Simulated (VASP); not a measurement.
VASP runs on Ti3GeN (space group Pm-3m) share one base input (PBEsol GGA, plane waves, VASP's PBE PAW potentials (set 64)) and change the settings named in each case.

### POSCAR
```
Ti3GeN
1
    4.0333870000     0.0000000000     0.0000000000
    0.0000000000     4.0333870000     0.0000000000
    0.0000000000     0.0000000000     4.0333870000
Ge N Ti
1 1 3
Direct
  0.0000000000   0.0000000000   0.0000000000
  0.5000000000   0.5000000000   0.5000000000
  0.0000000000   0.5000000000   0.5000000000
  0.5000000000   0.5000000000   0.0000000000
  0.5000000000   0.0000000000   0.5000000000
```

**INCAR**
```
SYSTEM = Ti3GeN
PREC = Accurate; ENCUT = 400; LREAL = F
LASPH = T
EDIFF = 1E-6; NELM = 100; ALGO = Normal
LMAXMIX = 4
ISMEAR = -1; SIGMA = 0.1
GGA = PS
ISIF = 2
LWAVE = F; LCHARG = F
```

### KPOINTS
```
Automatic mesh
0
Gamma
6 6 6
0 0 0
```

POTCAR, in this order: Ge_d N Ti_sv (PBE.64 set). Program: vasp_std.

| change | E(σ→0) (eV/atom) | pressure (GPa) | −TS (eV) |
|---|---|---|---|
| base run | -8.7438 | 2.80 | -0.2409 |
| GGA removed, POTCAR Ge_d N Ti_sv (LDA.64 set) | -9.0752 | ___ | ___ |
| GGA_COMPAT = .FALSE., LNONCOLLINEAR = .TRUE., LSORBIT = .TRUE., MAGMOM = 0.0 0.0 0.0 0.0 0.0 0.0 0.0 0.0 0.0 0.0 0.0 0.0 0.0 0.0 0.0, program vasp_ncl | -8.7493 | 2.82 | -0.2402 |
| KPOINTS 3×3×3 Γ-centred mesh | -8.7699 | 2.08 | -0.1837 |
| LDAU = .TRUE., LDAUJ = 0 0 0, LDAUL = -1 -1 2, LDAUTYPE = 2, LDAUU = 0 0 2.0 | -7.7652 | ___ | ___ |

Problem. Fill in the missing entries.

Solution. 
- LDAU = .TRUE., LDAUJ = 0 0 0, LDAUL = -1 -1 2, LDAUTYPE = 2, LDAUU = 0 0 2.0, pressure (GPa): 7.37
- LDAU = .TRUE., LDAUJ = 0 0 0, LDAUL = -1 -1 2, LDAUTYPE = 2, LDAUU = 0 0 2.0, −TS (eV): -0.2290
- GGA removed, POTCAR Ge_d N Ti_sv (LDA.64 set), pressure (GPa): -1.84
- GGA removed, POTCAR Ge_d N Ti_sv (LDA.64 set), −TS (eV): -0.2437

Energies of different potentials or functionals have different zeros.  At 400 eV the pressure can carry a Pulay error.

Left out are runs that ran out of time, are held back, or changed the cell or the kind of run, fixed moments of cells without a moment, rows past the twelfth, gaps on odd meshes, pressures of charged cells and columns that move by less than the noise.

The structure was generated: Ti3GeN was put into an ordered model structure, which need not be its known phase. The cell was not relaxed at this level.
